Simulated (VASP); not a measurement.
Here is the system:

```
AlGa3P4
1.0
    0.00000     2.72329     2.72329
    2.72329     0.00000     2.72329
   10.88477    10.88477     0.00840
Ga P Al
3 4 1
Cartesian
  2.72584   2.72584   5.44403
  5.44527   5.44527   5.44790
  5.43978   5.43978   0.00681
  1.36210   1.36210   1.36119
  4.08125   4.08125   1.36534
  6.80049   6.80049   1.36938
  9.52581   9.52581   1.36736
 10.88813  10.88813   5.45163
```

All values below come from PBEsol GGA, VASP's PBE PAW potentials (set 64) (plane waves; VASP). Settings: 400 eV cut-off, Gaussian smearing of 0.050 eV, potentials Ga_d P Al.

Q: Give the energies of bands 23 to 36 at the high-symmetry points, in eV from the valence-band maximum.

A: 
```json
[
 {"band": "23", "Γ": "-1.08", "T": "-1.40", "H2": "-5.36", "L": "-5.58", "S0": "-5.36", "F": "-5.48"},
 {"band": "24", "Γ": "-1.08", "T": "-1.02", "H2": "-4.01", "L": "-3.12", "S0": "-4.03", "F": "-3.23"},
 {"band": "25", "Γ": "-0.72", "T": "-1.02", "H2": "-3.97", "L": "-3.05", "S0": "-3.87", "F": "-3.12"},
 {"band": "26", "Γ": "-0.72", "T": "-0.91", "H2": "-3.70", "L": "-2.47", "S0": "-3.84", "F": "-2.60"},
 {"band": "27", "Γ": "-0.57", "T": "-0.91", "H2": "-3.66", "L": "-2.40", "S0": "-3.61", "F": "-2.59"},
 {"band": "28", "Γ": "-0.57", "T": "-0.32", "H2": "-2.30", "L": "-2.09", "S0": "-2.38", "F": "-2.00"},
 {"band": "29", "Γ": "-0.01", "T": "-0.32", "H2": "-2.28", "L": "-1.97", "S0": "-2.16", "F": "-1.92"},
 {"band": "30", "Γ": "0.00", "T": "-0.13", "H2": "-2.00", "L": "-1.40", "S0": "-2.12", "F": "-1.06"},
 {"band": "31", "Γ": "0.00", "T": "-0.13", "H2": "-1.97", "L": "-1.34", "S0": "-1.89", "F": "-1.06"},
 {"band": "32", "Γ": "1.70", "T": "1.81", "H2": "2.49", "L": "1.70", "S0": "2.40", "F": "1.44"},
 {"band": "33", "Γ": "1.99", "T": "1.98", "H2": "2.65", "L": "1.87", "S0": "2.86", "F": "1.66"},
 {"band": "34", "Γ": "2.18", "T": "2.49", "H2": "3.52", "L": "2.56", "S0": "3.15", "F": "2.01"},
 {"band": "35", "Γ": "2.85", "T": "3.09", "H2": "3.56", "L": "2.63", "S0": "3.89", "F": "2.41"},
 {"band": "36", "Γ": "3.97", "T": "4.27", "H2": "4.82", "L": "2.86", "S0": "4.50", "F": "2.50"}
]
```

The gap is indirect, 1.44 eV, from the valence maximum at Γ to the conduction minimum at F.

The structure was generated: AlGa3P4 was put into an ordered model structure (R3m), which need not be its known phase. It was relaxed first.
